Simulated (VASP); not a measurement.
Calculation: PBE GGA, VASP's PBE PAW potentials (set 64) (plane waves; VASP 6.6.1).

Input for VASP

### INCAR
```
! general
SYSTEM=BN
PREC  =Accurate
ENCUT =620
LREAL =.FALSE.   ! projection in real space or not
LASPH =.TRUE.   ! aspherical one-centre terms

! electronic loop
EDIFF =1E-6
NELM  =100   ! most electronic steps
ALGO  =Normal

! smearing
ISMEAR=0   ! Gaussian
SIGMA =0.05

! functional
GGA   =PE   ! PBE

! ions
IBRION=2   ! conjugate gradients
NSW   =40   ! most ionic steps
ISIF  =3   ! ions, shape and volume
EDIFFG=-0.02

! output
LWAVE =.FALSE.
LCHARG=.FALSE.
```

File KPOINTS:
```
Automatic mesh
0
Gamma
10 10 3
0 0 0
```

### POSCAR
```
BN
1
    1.2564379813    -2.1762148131    -0.0000000000
    1.2564379813     2.1762148131    -0.0000000000
    0.0000000000    -0.0000000000     7.6483295463
B N
2 2
Direct
  0.3333330000   0.6666670000   0.2500000000
  0.6666670000   0.3333330000   0.7500000000
  0.6666670000   0.3333330000   0.2500000000
  0.3333330000   0.6666670000   0.7500000000
```

POTCAR, in this order: B N (PBE.64 set). Program: vasp_std.

**Question.** What will the output report for the number of irreducible k-points (NKPTS), largest plane-wave count, number of space-group operations, FFT grid (NGX, NGY, NGZ)?

**Answer.** 
```
Property                                       Value
--------------------------------------  ------------
number of irreducible k-points (NKPTS)            28
largest plane-wave count                        1483
number of space-group operations                  24
FFT grid (NGX, NGY, NGZ)                20 × 20 × 64
```

The compound is BN in the hex structure. It was relaxed first, which changed the volume by +16 %.
